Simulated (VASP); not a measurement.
# A VASP study of SrScIr2 (r2SCAN): structure first, properties next, part 4 of 5

Aim: relax SrScIr2, then compute properties on the relaxed cell. The cell is generated by rule, not measured, and may not be a known phase. Left out of this account: 1 further run (core levels: core levels are not valid at this level).

VASP 6.6.1, plane waves and PAW; the level of theory is named at each step.

Still holding for the runs below: This run has no spin polarisation. Its electron count is odd, so without a moment it is a metal by construction.

So far. Step 4 (Density, ELF and potential (r2SCAN)): In this run the pressure is 0.01 GPa, small enough to go on. Step 5 (Band structure (r2SCAN)): There is no gap at this level. The relaxed cell has a = 4.632, c = 5.256 Å (conventional setting).

## (6) Total and projected DOS (r2SCAN)

Level of this step: r2SCAN; plane waves and PAW (Sr_sv, Sc_sv, Ir); invented cell (VASP).

Here the states are counted by energy and projected on the atoms. The mesh is finer than in the run before.

The input, INCAR:

```
SYSTEM = SrScIr2
PREC = Accurate
ENCUT = 400
EDIFF = 1E-06
NELM = 100
ISMEAR = -5
SIGMA = 0.05
LREAL = .FALSE.
ALGO = Normal
METAGGA = R2SCAN
LASPH = .TRUE.
NBANDS = 33
LORBIT = 11
LWAVE = .FALSE.
LCHARG = .FALSE.
KPAR = 2
NEDOS = 2001
```

The input, POSCAR:

```
SrScIr2
1.0
    4.6319270953     -0.0000000003      0.0000000000
   -2.3159635533      4.0113665349      0.0000000000
    0.0000000000      0.0000000000      5.2559482474
Sr Sc Ir
1 1 2
Direct
    0.6666666700      0.3333333300      0.5000000000
    0.3333333300      0.6666666700      0.5000000000
    0.3333333300      0.6666666700      0.0000000000
    0.6666666700      0.3333333300      0.0000000000
```

The input, KPOINTS:

```
Automatic mesh
0
Gamma
8 8 6
0 0 0
```

Potentials, in the order of the species: Sr_sv, Sc_sv and Ir (PBE family, release 64).

Run with:

```bash
$ mpirun -np 2 vasp_std
```

Log:

```text
[... set-up lines as in an earlier step ...]
 entering main loop
       N       E                     dE             d eps       ncg     rms          rms(c)
DAV:   1     0.286548534908E+03    0.28655E+03   -0.15468E+04  2656   0.959E+02
DAV:   2    -0.109625396180E+03   -0.39617E+03   -0.37808E+03  2640   0.361E+02
DAV:   3    -0.137292692032E+03   -0.27667E+02   -0.25919E+02  4146   0.961E+01
DAV:   4    -0.139605456401E+03   -0.23128E+01   -0.22019E+01  4480   0.206E+01
DAV:   5    -0.139670617522E+03   -0.65161E-01   -0.65072E-01  3768   0.272E+00    0.349E+01
DAV:   6    -0.126920839884E+03    0.12750E+02   -0.16996E+01  4380   0.285E+01    0.130E+01
DAV:   7    -0.129133175702E+03   -0.22123E+01   -0.34186E+01  4112   0.205E+01    0.214E+01
DAV:   8    -0.126194659329E+03    0.29385E+01   -0.37895E+01  4031   0.239E+01    0.778E+00
DAV:   9    -0.126315747203E+03   -0.12109E+00   -0.11565E+00  3506   0.801E+00    0.440E+00
DAV:  10    -0.126224505259E+03    0.91242E-01   -0.42064E-01  3731   0.525E+00    0.200E+00
DAV:  11    -0.126208900428E+03    0.15605E-01   -0.95559E-02  3750   0.252E+00    0.584E-01
DAV:  12    -0.126210562245E+03   -0.16618E-02   -0.15197E-02  4187   0.879E-01    0.242E-01
DAV:  13    -0.126210624927E+03   -0.62682E-04   -0.15267E-03  3944   0.320E-01    0.667E-02
DAV:  14    -0.126210612856E+03    0.12071E-04   -0.15590E-04  3683   0.784E-02    0.323E-02
DAV:  15    -0.126210602522E+03    0.10333E-04   -0.16685E-05  4358   0.307E-02    0.155E-02
DAV:  16    -0.126210597403E+03    0.51195E-05   -0.88800E-06  2782   0.167E-02    0.630E-03
DAV:  17    -0.126210602355E+03   -0.49518E-05   -0.71613E-07  1953   0.872E-03    0.270E-03
DAV:  18    -0.126210606480E+03   -0.41256E-05   -0.35380E-07  1525   0.538E-03    0.140E-03
DAV:  19    -0.126210606988E+03   -0.50723E-06   -0.13375E-07  1443   0.291E-03
   1 F= -.12621061E+03 E0= -.12621061E+03  d E =0.000000E+00
 -----------------------------------------------------------------------------
|                                                                             |
|           W    W    AA    RRRRR   N    N  II  N    N   GGGG   !!!           |
|           W    W   A  A   R    R  NN   N  II  NN   N  G    G  !!!           |
|           W    W  A    A  R    R  N N  N  II  N N  N  G       !!!           |
|           W WW W  AAAAAA  RRRRR   N  N N  II  N  N N  G  GGG   !            |
|           WW  WW  A    A  R   R   N   NN  II  N   NN  G    G                |
|           W    W  A    A  R    R  N    N  II  N    N   GGGG   !!!           |
|                                                                             |
|     Tetrahedron method does not include variations of the Fermi             |
|     occupations, so forces and stress will be inaccurate. We suggest        |
|     using a different smearing scheme ISMEAR = 1 or 2 for metals in         |
|     relaxations.                                                            |
|                                                                             |
 -----------------------------------------------------------------------------
```

The job ended after 98 s (2 MPI ranks of Intel Xeon 6975P-C (Granite Rapids), shared host; peak memory 0.44 GiB; 3.2 min of CPU time).

From OUTCAR (step 6):

```text
   k-points           NKPTS =     40   k-points in BZ     NKDIM =     40   number of bands    NBANDS=     33

   NELECT =      39.0000    total number of electrons

 E-fermi :   3.7550

 k-point     1 :       0.0000    0.0000    0.0000
  band No.  band energies     occupation
    ...
     16       1.8538      2.00000
     17       1.8538      2.00000
     18       2.7965      2.00000
     19       2.7965      2.00000
     20       2.9820      2.00000
     21       5.3524      0.00000
     22       5.3524      0.00000
     23       5.4430      0.00000
     24       6.2968      0.00000
     25       6.2968      0.00000
    ...

  Total       -0.1400213     -0.1400213      0.4643333      0.0000000      0.0000000     -0.0000000
  in kB       -2.2972037     -2.2972037      7.6178997      0.0000000      0.0000000     -0.0000000
  external PRESSURE =       1.0078308 kB  Pullay stress =       0.0000000 kB

 POSITION                                       TOTAL-FORCE (eV/Angst)
 -----------------------------------------------------------------------------------
      2.31596      1.33712      2.62797        -0.000000      0.000000      0.000000
     -0.00000      2.67424      2.62797        -0.000000      0.000000      0.000000
     -0.00000      2.67424      0.00000         0.000000      0.000000      0.000000
      2.31596      1.33712      0.00000         0.000000     -0.000000      0.000000
 -----------------------------------------------------------------------------------
    total drift:                                0.000011     -0.000006     -0.000000

  FREE ENERGIE OF THE ION-ELECTRON SYSTEM (eV)
  ---------------------------------------------------
  free  energy   TOTEN  =      -126.2106069876 eV

  energy  without entropy=     -126.2106069876  energy(sigma->0) =     -126.21060699

[... 6 parts as in an earlier step ...]

[... 10 further parts left out ...]
```

With tetrahedra the forces and stress of a metal are not exact derivatives of the energy.

This step gave:

| Item | Value |
| --- | --- |
| SCF cycles | 19 |
| irreducible k-points | 40 |
| free energy (TOTEN) | -126.2106 eV |
| Fermi energy | 3.755 eV |
| pressure | 0.1008 GPa |
| DOS at the Fermi level | 5.903 states/eV/cell |

The density of states has structure finer than the step of the table below, so its rows give means over 0.5 eV, whole bins alone (the curve runs from -12.0 to 3.56 eV). Peaks (eV: height): total -3.17: 11.7, -1.44: 8.99, -0.36: 9.57, 1.13: 8.56; Ir d -3.17: 8.90, -1.88: 3.45, -1.44: 4.61, -0.36: 6.15; Sc d -0.09: 1.92, 1.09: 4.79, 2.52: 2.27, 3.29: 1.44; Ir s -4.45: 0.709, -3.77: 0.464, -3.37: 0.545, -2.35: 0.222; Sr d -0.36: 0.331, -0.09: 0.564, 1.13: 0.656, 3.50: 1.26.

States under -12.0 eV and over 3.6 eV are left out. The density of states by energy, zero at the Fermi level; means over each step; values in states/eV/cell:

```
energy (eV)  total     Ir d     Sc d    Ir s     Sr d     Ir p
       -6.5      0        0        0       0        0        0
       -6.0  0.131  0.00367  0.00176  0.0658   3.8e-4   7.9e-4
       -5.5  0.577   0.0387  0.00722   0.286  0.00164  0.00731
       -5.0  0.936    0.104   0.0153   0.444  0.00369   0.0214
       -4.5   1.45    0.251   0.0388   0.625  0.00842   0.0488
       -4.0   2.63     1.56   0.0727   0.374   0.0360   0.0470
       -3.5   7.02     5.02    0.282   0.328    0.100    0.123
       -3.0   8.44     6.45    0.290   0.121   0.0803    0.197
       -2.5   3.80     2.72   0.0798   0.154    0.131   0.0977
       -2.0   3.83     2.22   0.0886   0.132    0.151    0.165
       -1.5   4.83     2.46    0.302   0.101    0.133    0.397
       -1.0   3.07     1.65    0.275  0.0884    0.156    0.141
       -0.5   5.72     3.75    0.540  0.0942    0.183    0.126
        0.0   5.65     2.69     1.02  0.0985    0.292    0.203
        0.5   2.77    0.726    0.913  0.0250    0.195   0.0817
        1.0   6.34    0.774     3.32  0.0228    0.491    0.151
        1.5   5.95     1.80     2.27  0.0528    0.310    0.230
        2.0   2.78    0.779     1.06  0.0340    0.101    0.165
        2.5   3.02    0.606     1.45  0.0950   0.0689    0.158
        3.0   2.91    0.481    0.944   0.109    0.186    0.177
```

The finer mesh and the other smearing move the Fermi level by -0.07 eV from the 6×6×4 run, one measure of the sampling error in the zero of the bands above. Of the states within 0.3 eV of the Fermi level, the largest shares in the PAW spheres are Ir d 50 % and Sc d 17 %. The rest lies in smaller channels or between the spheres.

## (7) Independent-particle dielectric function (r2SCAN)

LOPTICS sums transitions from filled to empty bands. NBANDS is raised for it.

The input, INCAR:

```
SYSTEM = SrScIr2
PREC = Accurate
ENCUT = 400
EDIFF = 1E-06
NELM = 100
ISMEAR = 0
SIGMA = 0.05
LREAL = .FALSE.
ALGO = Normal
METAGGA = R2SCAN
LASPH = .TRUE.
NBANDS = 51
LORBIT = 11
LWAVE = .FALSE.
LCHARG = .FALSE.
KPAR = 2
LOPTICS = .TRUE.
NEDOS = 1500
CSHIFT = 0.1
```

POSCAR is that of step 6.

KPOINTS is that of step 6.

Run with:

```bash
$ mpirun -np 2 vasp_std
```

Log:

```text
[... set-up lines as in an earlier step ...]
 entering main loop
       N       E                     dE             d eps       ncg     rms          rms(c)
DAV:   1     0.257628611893E+03    0.25763E+03   -0.13925E+04  4096   0.619E+02
DAV:   2    -0.117098210592E+03   -0.37473E+03   -0.34094E+03  4169   0.234E+02
DAV:   3    -0.138081571226E+03   -0.20983E+02   -0.20220E+02  5688   0.619E+01
DAV:   4    -0.139644398175E+03   -0.15628E+01   -0.13682E+01  7328   0.963E+00
DAV:   5    -0.139675183318E+03   -0.30785E-01   -0.30761E-01  5184   0.135E+00    0.349E+01
DAV:   6    -0.127034748844E+03    0.12640E+02   -0.12087E+01  6816   0.185E+01    0.137E+01
DAV:   7    -0.129095302925E+03   -0.20606E+01   -0.31102E+01  6416   0.131E+01    0.214E+01
DAV:   8    -0.126217973873E+03    0.28773E+01   -0.35609E+01  5850   0.155E+01    0.779E+00
DAV:   9    -0.126333600479E+03   -0.11563E+00   -0.89318E-01  5137   0.514E+00    0.410E+00
DAV:  10    -0.126228701531E+03    0.10490E+00   -0.30962E-01  5282   0.340E+00    0.205E+00
DAV:  11    -0.126211598276E+03    0.17103E-01   -0.84625E-02  5683   0.173E+00    0.549E-01
DAV:  12    -0.126212306520E+03   -0.70824E-03   -0.13470E-02  6087   0.673E-01    0.187E-01
DAV:  13    -0.126212484440E+03   -0.17792E-03   -0.11572E-03  6367   0.196E-01    0.650E-02
DAV:  14    -0.126212529670E+03   -0.45231E-04   -0.12177E-04  5714   0.455E-02    0.316E-02
DAV:  15    -0.126212540535E+03   -0.10864E-04   -0.88351E-06  6014   0.165E-02    0.113E-02
DAV:  16    -0.126212545012E+03   -0.44770E-05   -0.28264E-06  4359   0.692E-03    0.289E-03
DAV:  17    -0.126212545407E+03   -0.39538E-06   -0.26574E-07  3681   0.252E-03
   1 F= -.12621255E+03 E0= -.12620891E+03  d E =-.727315E-02
 optical routines
 imaginary and real dielectric function
 direction            1
 direction            2
 direction            3
```

Elapsed: 2.2 min, on 2 MPI ranks; peak memory 0.71 GiB; 4.4 min of CPU time.

OUTCAR, selected parts (step 7):

```text
   k-points           NKPTS =     40   k-points in BZ     NKDIM =     40   number of bands    NBANDS=     51

   NELECT =      39.0000    total number of electrons

 E-fermi :   3.7580

 k-point     1 :       0.0000    0.0000    0.0000
  band No.  band energies     occupation
    ...
     16       1.8599      2.00000
     17       1.8599      2.00000
     18       2.7958      2.00000
     19       2.7958      2.00000
     20       2.9784      2.00000
     21       5.3463      0.00000
     22       5.3464      0.00000
     23       5.4405      0.00000
     24       6.2904      0.00000
     25       6.2904      0.00000
    ...

  Total       -0.1343314     -0.1343314      0.3723179      0.0000000      0.0000000      0.0000000
  in kB       -2.2038541     -2.2038541      6.1082863      0.0000000      0.0000000      0.0000000
  external PRESSURE =       0.5668593 kB  Pullay stress =       0.0000000 kB

 POSITION                                       TOTAL-FORCE (eV/Angst)
 -----------------------------------------------------------------------------------
      2.31596      1.33712      2.62797        -0.000000      0.000000      0.000000
     -0.00000      2.67424      2.62797        -0.000000     -0.000000      0.000000
     -0.00000      2.67424      0.00000        -0.000000     -0.000000      0.000000
      2.31596      1.33712      0.00000         0.000000     -0.000000      0.000000
 -----------------------------------------------------------------------------------
    total drift:                                0.000011     -0.000006     -0.000000

  FREE ENERGIE OF THE ION-ELECTRON SYSTEM (eV)
  ---------------------------------------------------
  free  energy   TOTEN  =      -126.2125454073 eV

  energy  without entropy=     -126.2052722562  energy(sigma->0) =     -126.20890883

 plasma frequency squared (from intraband transitions) (eV^2)
  --------------------------------------------------------------------------------------
      28.602      -0.000       0.000
      -0.000      28.602      -0.000
      -0.000       0.000      11.130

[... 7 parts as in an earlier step ...]

[... 9 further parts left out ...]
```

These are independent-particle spectra without excitons or local fields, and fine structure depends on the mesh and on CSHIFT. The intraband (Drude) part is not in this spectrum.

This step gave:

- SCF cycles: 17
- bands: 51
- free energy (TOTEN): -126.2125 eV
- energy at zero smearing: -126.2089 eV
- Fermi energy: 3.758 eV
- pressure: 0.05669 GPa

The imaginary dielectric function has structure finer than the step of the table below, so its rows give means over 1 eV, whole bins alone (the curve runs from 0 to 24.9 eV). Peaks (eV: height): xx 0.2: 46.5, 1.0: 27.8; zz 0.1: 35.6, 0.5: 18.8, 3.6: 21.4, 4.4: 36.7, 6.3: 10.8.

The imaginary dielectric function by photon energy; means over each step:

```
photon energy (eV)     xx     zz
                 1   25.4   11.2
                 2   13.8   11.4
                 3   10.5   15.4
                 4   7.81   22.3
                 5   4.82   12.7
                 6   3.15   7.74
                 7   2.39   3.49
                 8   1.66   4.17
                 9   1.39   1.82
                10   1.61   1.22
                11   1.23   1.04
                12   1.04  0.749
                13  0.819  0.493
                14  0.849  0.567
                15  0.870  0.615
                16  0.740  0.705
                17  0.808  0.642
                18  0.976  0.669
                19   1.76  0.745
                20   1.32  0.637
                21  0.976  0.725
                22   1.21  0.884
                23  0.797  0.902
                24  0.890  0.694
```

Real dielectric function against photon energy:

```
photon energy (eV)      xx       zz
                 0    95.4     79.2
                 1    15.6     14.5
                 2   -1.80     14.0
                 3    1.42     12.2
                 4   -1.78     9.16
                 5   -1.76    -7.96
                 6   -1.06    -2.44
                 7  -0.611    -4.03
                 8  -0.609    -2.95
                 9   0.214    -2.90
                10   0.314    -1.46
                11   0.166    -1.36
                12   0.456   -0.769
                13   0.544   -0.343
                14   0.804  -0.0615
                15   0.634    0.338
                16   0.839    0.194
                17    1.09    0.490
                18    1.32    0.601
                19    1.29    0.448
                20   0.171    0.579
                21   0.645    0.608
                22  0.0533    0.920
                23   0.300    0.723
                24   0.408    0.501
```

(Continued in part 5 of 5.)

[Lines on the potential files, build, host, timing and source positions are cut from VASP's logs without a mark.]

[Logs are printed without paths, hosts, clocks, repeated set-up lines and the standing remarks that a program may print on its own settings, such as how far it seeks lower states.]

[Hosts, paths, dates, database ids (printed as entryN), source tags and the programs' standing remarks are cut or masked in the printed files.]

[A measured line is paired with the nearest computed mode of its activity, which favours agreement.]
